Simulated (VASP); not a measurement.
Calculation: PBEsol GGA, VASP's PBE PAW potentials (set 64) (plane waves; VASP 6.6.1).

A VASP calculation is set up with these files.

**INCAR**
```
ENCUT = 500   ! plane-wave cut-off (eV)
ISMEAR = 1   ! Methfessel-Paxton
SYSTEM = Mo
LREAL = .False.   ! projection in real space or not
LASPH = .True.   ! aspherical one-centre terms
EDIFFG = -0.02   ! ionic stop
LMAXMIX = 4   ! l cut-off of mixed one-centre charges
PSTRESS = 100   ! kbar
IBRION = 2   ! conjugate gradients
EDIFF = 1E-6   ! SCF stop (eV)
SIGMA = 0.1
LCHARG = .False.
ISIF = 3   ! ions, shape and volume
GGA = PS
LWAVE = .False.
NELM = 100   ! most electronic steps
NSW = 40
PREC = Accurate
ALGO = Normal   ! blocked Davidson
```

### KPOINTS
```
Automatic mesh
0
Gamma
16 16 16
0 0 0
```

POSCAR:
```
Mo
1.0
 -1.5485419010   1.5485419010   1.5485419010
  1.5485419010  -1.5485419010   1.5485419010
  1.5485419010   1.5485419010  -1.5485419010
Mo
1
Cart
  0.0000000000   0.0000000000   0.0000000000
```

POTCAR, in this order: Mo_sv (PBE.64 set). Program: vasp_std.

Output of the run:

File OSZICAR:
```
       N       E                     dE             d eps       ncg     rms          rms(c)
DAV:   1     0.880656027810E+02    0.88066E+02   -0.81708E+03  3198   0.128E+03
DAV:   2    -0.112262260111E+02   -0.99292E+02   -0.95873E+02  3469   0.339E+02
DAV:   3    -0.124822358847E+02   -0.12560E+01   -0.12463E+01  3679   0.382E+01
DAV:   4    -0.124855079274E+02   -0.32720E-02   -0.32718E-02  3507   0.225E+00
DAV:   5    -0.124855235708E+02   -0.15643E-04   -0.15645E-04  3698   0.154E-01    0.178E+01
DAV:   6    -0.118663918452E+02    0.61913E+00   -0.10431E+00  3412   0.124E+01    0.516E+00
DAV:   7    -0.117740567307E+02    0.92335E-01   -0.21943E-01  3694   0.529E+00    0.871E-01
DAV:   8    -0.117681833561E+02    0.58734E-02   -0.41559E-03  3310   0.905E-01    0.197E-01
DAV:   9    -0.117682037357E+02   -0.20380E-04   -0.78288E-05  3804   0.121E-01    0.885E-02
DAV:  10    -0.117682106691E+02   -0.69333E-05   -0.77908E-06  3427   0.357E-02    0.562E-03
DAV:  11    -0.117682108482E+02   -0.17916E-06   -0.72597E-08  1994   0.291E-03
   1 F= -.10841129E+02 E0= -.10841242E+02  d E =-.108411E+02
```

### OUTCAR
```
------------------------ aborting loop because EDIFF is reached ----------------------------------------
  FORCE on cell =-STRESS in cart. coord.  units (eV):
  Direction    XX          YY          ZZ          XY          YZ          ZX
  --------------------------------------------------------------------------------------
  Total        0.9162646      0.9162646      0.9162646     -0.0000000     -0.0000000      0.0000000
  in kB       98.8331471     98.8331471     98.8331471     -0.0000000     -0.0000000      0.0000000
  external PRESSURE =      -1.1668529 kB  Pullay stress =     100.0000000 kB
  volume of cell :       14.85
      direct lattice vectors                 reciprocal lattice vectors
    -1.548541901  1.548541901  1.548541901     0.000000000  0.322884385  0.322884385
     1.548541901 -1.548541901  1.548541901     0.322884385  0.000000000  0.322884385
     1.548541901  1.548541901 -1.548541901     0.322884385  0.322884385  0.000000000
 POSITION                                       TOTAL-FORCE (eV/Angst)
 -----------------------------------------------------------------------------------
      0.00000      0.00000      0.00000         0.000000      0.000000      0.000000
 -----------------------------------------------------------------------------------
    total drift:                                0.000000     -0.000000      0.000000
  FREE ENERGIE OF THE ION-ELECTRON SYSTEM (eV)
  ---------------------------------------------------
  free  energy   TOTEN  =       -11.7682108482 eV

  energy  without entropy=      -11.7685514029  energy(sigma->0) =      -11.76832437
  enthalpy is  TOTEN    =       -10.8411285422 eV   P V=        0.9270823061

 reached required accuracy - stopping structural energy minimisation
```
(Selected blocks of OUTCAR.)

File OUTCAR:
```
 val. band max:       13.3109846105   @ k =  -0.1250   0.1250   0.1250

 cond. band min:      13.3549711108   @ k =   0.1875   0.0000   0.0000


 Fermi energy:        13.3255563555

 k-point     1 :       0.0000    0.0000    0.0000
  band No.  band energies     occupation
      1     -47.8947      2.00000
      2     -21.0534      2.00000
      3     -21.0534      2.00000
      4     -21.0534      2.00000
      5       5.8568      2.00000
      6      11.8392      2.00000
      7      11.8392      2.00000
      8      11.8392      2.00000
      9      15.0472     -0.00000
     10      15.0472     -0.00000
     11      28.1812      0.00000

 k-point     2 :       0.0625    0.0000    0.0000
  band No.  band energies     occupation
      1     -47.8826      2.00000
      2     -21.1214      2.00000
      3     -21.0741      2.00000
      4     -21.0540      2.00000
      5       6.0409      2.00000
      6      11.7326      2.00000
      7      11.8211      2.00000
      8      12.0138      2.00000
      9      14.8868     -0.00000
     10      15.0492     -0.00000
     11      28.3253      0.00000

 k-point     3 :       0.1250    0.0000    0.0000
  band No.  band energies     occupation
      1     -47.8479      2.00000
      2     -21.3127      2.00000
      3     -21.1327      2.00000
      4     -21.0557      2.00000
      5       6.5551      2.00000
      6      11.4429      2.00000
      7      11.7389      2.00000
      8      12.5283      2.00000
      9      14.5689     -0.00000
     10      15.0646     -0.00000
     11      28.6535      0.00000

 k-point     4 :       0.1875    0.0000    0.0000
  band No.  band energies     occupation
      1     -47.7955      2.00000
      2     -21.5923      2.00000
      3     -21.2194      2.00000
      4     -21.0583      2.00000
      5       7.2637      2.00000
      6      11.0428      2.00000
      7      11.5971      2.00000
      8      13.3550      0.52522
      9      14.3966     -0.00000
...
```

The compound is Mo in the bcc structure. It was relaxed first under an external pressure of 10 GPa.
